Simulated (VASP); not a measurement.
# A VASP study of CO2 (PBEsol): structure first, properties next, part 7 of 7

Aim: relax CO2, then compute properties on the relaxed cell. The start is a computed cell from the Materials Project.

VASP 6.6.1; PBEsol; plane waves and PAW (C, O).

So far. Step 15 (Volume scan with PBEsol, volume scale 1.06): The pressure falls from -9.96 to -14.19 GPa. The parabola predicted -14.09 GPa, +0.11 GPa off. Step 17 (Fit for PBEsol): The fit over cells of fixed shape and fractional positions puts the volume +0.15 % from the relaxed one. At a finite cutoff and mesh the minimum of the energy and the zero of the stress don't quite coincide, and the relaxation stops at a threshold. The relaxed cell has a = 3.930, c = 5.942 Å (conventional setting).

### 18. Self-consistent run (PBEsol) with a changed input

This step: PBEsol; plane waves and PAW (C, O) (VASP 6.6.1).

A single point gives energy, forces and stress at these settings. Some settings are moved from the usual, to see what they do.

INCAR reads:

```
SYSTEM = CO2
PREC = Accurate
ENCUT = 520
EDIFF = 1E-06
NELM = 100
ISMEAR = 0
SIGMA = 0.05
LREAL = .FALSE.
ALGO = Fast
GGA = PS
NBANDS = 22
LORBIT = 11
LWAVE = .FALSE.
LCHARG = .FALSE.
KPAR = 4
ISIF = 2
IMIX = 1
AMIX = 0.1
```

POSCAR reads:

```
CO2
1.0
   -1.9648110210      1.9648110210      2.9708075794
    1.9648110210     -1.9648110210      2.9708075794
    1.9648110210      1.9648110210     -2.9708075794
C O
2 4
Direct
    0.7500000000      0.2500000000      0.5000000000
    0.0000000000      0.0000000000      0.0000000000
    0.7080362586      0.1250000000      0.0830362586
    0.0419637414      0.6250000000      0.9169637414
    0.3750000000      0.2919637414      0.4169637414
    0.8750000000      0.9580362586      0.5830362586
```

KPOINTS reads:

```
Automatic mesh
0
Gamma
3 3 3
0 0 0
```

The projector-augmented-wave data sets are C and O (PBE family, release 64).

On the command line:

```bash
> mpirun -np 4 vasp_std
```

The program printed:

```text
[... set-up lines as in an earlier step ...]
 entering main loop
       N       E                     dE             d eps       ncg     rms          rms(c)
DAV:   1     0.164406866438E+03    0.16441E+03   -0.18946E+04   264   0.145E+03
DAV:   2    -0.414060659692E+02   -0.20581E+03   -0.19917E+03   340   0.323E+02
DAV:   3    -0.488630586482E+02   -0.74570E+01   -0.74299E+01   336   0.630E+01
DAV:   4    -0.489306615180E+02   -0.67603E-01   -0.67499E-01   336   0.672E+00
DAV:   5    -0.489317097630E+02   -0.10482E-02   -0.10480E-02   336   0.804E-01    0.125E+01
RMM:   6    -0.478072978893E+02    0.11244E+01   -0.47368E-01   270   0.439E+00    0.103E+01
RMM:   7    -0.471343120266E+02    0.67299E+00   -0.46999E-01   291   0.428E+00    0.847E+00
RMM:   8    -0.467407656895E+02    0.39355E+00   -0.22282E-01   312   0.292E+00    0.712E+00
RMM:   9    -0.465043367183E+02    0.23643E+00   -0.14481E-01   317   0.233E+00    0.608E+00
RMM:  10    -0.463597148844E+02    0.14462E+00   -0.78061E-02   325   0.171E+00    0.527E+00
RMM:  11    -0.462691578234E+02    0.90557E-01   -0.54814E-02   317   0.141E+00    0.461E+00
RMM:  12    -0.462112346606E+02    0.57923E-01   -0.29546E-02   320   0.105E+00    0.408E+00
RMM:  13    -0.461730805804E+02    0.38154E-01   -0.18555E-02   318   0.830E-01    0.362E+00
RMM:  14    -0.461473133301E+02    0.25767E-01   -0.10972E-02   321   0.645E-01    0.323E+00
RMM:  15    -0.461294914824E+02    0.17822E-01   -0.71271E-03   320   0.522E-01    0.288E+00
RMM:  16    -0.461169111748E+02    0.12580E-01   -0.42411E-03   317   0.411E-01    0.258E+00
RMM:  17    -0.461078680576E+02    0.90431E-02   -0.28992E-03   315   0.343E-01    0.232E+00
RMM:  18    -0.461012815904E+02    0.65865E-02   -0.18109E-03   312   0.277E-01    0.208E+00
RMM:  19    -0.460964275534E+02    0.48540E-02   -0.12560E-03   315   0.234E-01    0.187E+00
RMM:  20    -0.460928229634E+02    0.36046E-02   -0.81890E-04   313   0.193E-01    0.168E+00
RMM:  21    -0.460901280934E+02    0.26949E-02   -0.57413E-04   310   0.165E-01    0.150E+00
RMM:  22    -0.460881054874E+02    0.20226E-02   -0.38937E-04   310   0.139E-01    0.135E+00
RMM:  23    -0.460865825533E+02    0.15229E-02   -0.27952E-04   307   0.120E-01    0.121E+00
RMM:  24    -0.460854342130E+02    0.11483E-02   -0.19731E-04   303   0.102E-01    0.109E+00
RMM:  25    -0.460845674903E+02    0.86672E-03   -0.14536E-04   306   0.894E-02    0.980E-01
RMM:  26    -0.460839134428E+02    0.65405E-03   -0.10628E-04   309   0.778E-02    0.880E-01
RMM:  27    -0.460834201526E+02    0.49329E-03   -0.80041E-05   303   0.685E-02    0.791E-01
RMM:  28    -0.460830486157E+02    0.37154E-03   -0.60110E-05   307   0.603E-02    0.711E-01
RMM:  29    -0.460827692676E+02    0.27935E-03   -0.46025E-05   302   0.534E-02    0.639E-01
RMM:  30    -0.460825597471E+02    0.20952E-03   -0.35231E-05   307   0.473E-02    0.574E-01
[...]
RMM:  34    -0.460821358337E+02    0.63889E-04   -0.12994E-05   308   0.300E-02    0.375E-01
RMM:  35    -0.460820890048E+02    0.46829E-04   -0.10222E-05   303   0.269E-02    0.337E-01
RMM:  36    -0.460820549545E+02    0.34050E-04   -0.80846E-06   302   0.241E-02    0.303E-01
RMM:  37    -0.460820304427E+02    0.24512E-04   -0.63976E-06   285   0.216E-02    0.272E-01
RMM:  38    -0.460820130219E+02    0.17421E-04   -0.50322E-06   270   0.193E-02    0.245E-01
RMM:  39    -0.460820008406E+02    0.12181E-04   -0.39585E-06   249   0.171E-02    0.220E-01
RMM:  40    -0.460819925059E+02    0.83347E-05   -0.31145E-06   241   0.153E-02    0.198E-01
RMM:  41    -0.460819869722E+02    0.55338E-05   -0.24453E-06   202   0.136E-02    0.178E-01
RMM:  42    -0.460819834668E+02    0.35053E-05   -0.18463E-06   192   0.120E-02    0.160E-01
RMM:  43    -0.460819813951E+02    0.20717E-05   -0.14559E-06   177   0.108E-02    0.144E-01
RMM:  44    -0.460819803268E+02    0.10683E-05   -0.11688E-06   180   0.974E-03    0.130E-01
RMM:  45    -0.460819799476E+02    0.37924E-06   -0.94731E-07   172   0.884E-03
   1 F= -.46081980E+02 E0= -.46081980E+02  d E =-.146470E-16
```

Elapsed: 9.4 s, on 4 MPI ranks of AMD EPYC 9R14 (Zen 4), shared host; peak memory 0.47 GiB.

OUTCAR, selected parts (step 18):

```text
   k-points           NKPTS =      6   k-points in BZ     NKDIM =      6   number of bands    NBANDS=     22

   NELECT =      32.0000    total number of electrons

 E-fermi :   2.4396

 k-point     1 :       0.0000    0.0000    0.0000
  band No.  band energies     occupation
    ...
     12       1.0712      2.00000
     13       1.0712      2.00000
     14       1.4335      2.00000
     15       1.4335      2.00000
     16       1.8923      2.00000
     17       9.8826      0.00000
     18      11.6593      0.00000
     19      11.6909      0.00000
     20      11.6909      0.00000
     21      14.6053      0.00000
    ...

  Total        0.0067956      0.0067956      0.0048023      0.0000000      0.0000000      0.0000000
  in kB        0.2373367      0.2373367      0.1677209      0.0000000      0.0000000      0.0000000
  external PRESSURE =       0.2141314 kB  Pullay stress =       0.0000000 kB

 POSITION                                       TOTAL-FORCE (eV/Angst)
 -----------------------------------------------------------------------------------
      0.00000      1.96481      1.48540        -0.000000      0.000000      0.000000
      0.00000      0.00000      0.00000         0.000000      0.000000      0.000000
     -0.98241      1.30871      2.22811        -0.000000     -0.013687     -0.000000
      2.94722      0.65610     -0.74270         0.000000      0.013687      0.000000
      0.65610      0.98241      0.74270         0.013687      0.000000      0.000000
      1.30871      0.98241      3.71351        -0.013687      0.000000     -0.000000
 -----------------------------------------------------------------------------------
    total drift:                                0.000003      0.000003      0.000004

  FREE ENERGIE OF THE ION-ELECTRON SYSTEM (eV)
  ---------------------------------------------------
  free  energy   TOTEN  =       -46.0819799476 eV

  energy  without entropy=      -46.0819799476  energy(sigma->0) =      -46.08197995

[... 7 parts as in an earlier step ...]

[... 9 further parts left out ...]
```

The run converged, and its energy and pressure stay near those of the sound run.

Against the sound run on this cell (volume scan with PBEsol) the energy at zero smearing moves by -0.1 meV an atom and the pressure by +0.06 GPa.

Settings moved from the usual: IMIX = 1, AMIX = 0.1, ALGO = Fast and k-mesh = 3×3×3. KPOINTS differs too.

The mesh holds 6 irreducible points against 59. IMIX, AMIX and ALGO act on the way to self-consistency or on speed; a fully converged result doesn't depend on them, though slow mixing can meet EDIFF with the stress still off.

### 19. Outcome

```yaml
relaxed_volume: 7.646 Å³/atom
relaxed_conventional_cell_a_b_c: 3.930, 3.930, 5.942 Å
space_group_after_relaxing_within_0p02_a: I-42d (No. 122)
band_gap: 7.54 eV, indirect (least direct gap of that run 7.99 eV)
gap_among_the_points_of_the_dos_mesh_alone_an_upper_bound: 7.54 eV
static_dielectric_constant_from_modes_and_born_charges_mean: 6.34
electronic_dielectric_constant_mean: 3.22
highest_zone_centre_mode: 1089 cm⁻¹
bulk_modulus_from_the_fit: 274 GPa
volume_from_the_fit: 7.66 Å³/atom
```

**Reading.** With PBEsol, CO2 relaxes to 7.646 Å³/atom in space group I-42d (held by the symmetry of the run), has an indirect gap of 7.54 eV and has a bulk modulus of 274 GPa at fixed shape and positions, an upper bound. Vibrations at Γ (PBEsol): The principal values of the ionic part of the static dielectric tensor are 3.09, 3.09 and 3.18. Vibrations at Γ (PBEsol): Mean Born effective charge: C1 2.89, O3 -1.45 e. Vibrations at Γ (PBEsol): The strongest infrared line lies at 887 cm⁻¹, followed by 906 and 843. Vibrations at Γ (PBEsol): The highest mode in this list at Γ, 1089.2 cm⁻¹, is mostly motion of C (100 % of the kinetic energy). Semilocal functionals usually underestimate gaps. Modes at Γ alone can't show that the crystal is stable at other wave vectors, and the LO-TO splitting is not included. No search among competing phases was made, and a listed structure need not be the one stable at ambient conditions. All values are for a static lattice at zero temperature.

[Lines on the potential files, build, host, timing and source positions are cut from VASP's logs without a mark.]

[Logs are printed without paths, hosts, clocks, repeated set-up lines and the standing remarks that a program may print on its own settings, such as how far it seeks lower states.]

[Hosts, paths, dates, database ids (printed as entryN), source tags and the programs' standing remarks are cut or masked in the printed files.]

[A measured line is paired with the nearest computed mode of its activity, which favours agreement.]

[In band tables of VASP the shares of atoms and orbitals are scaled to a sum of 1 inside the atoms' spheres.]
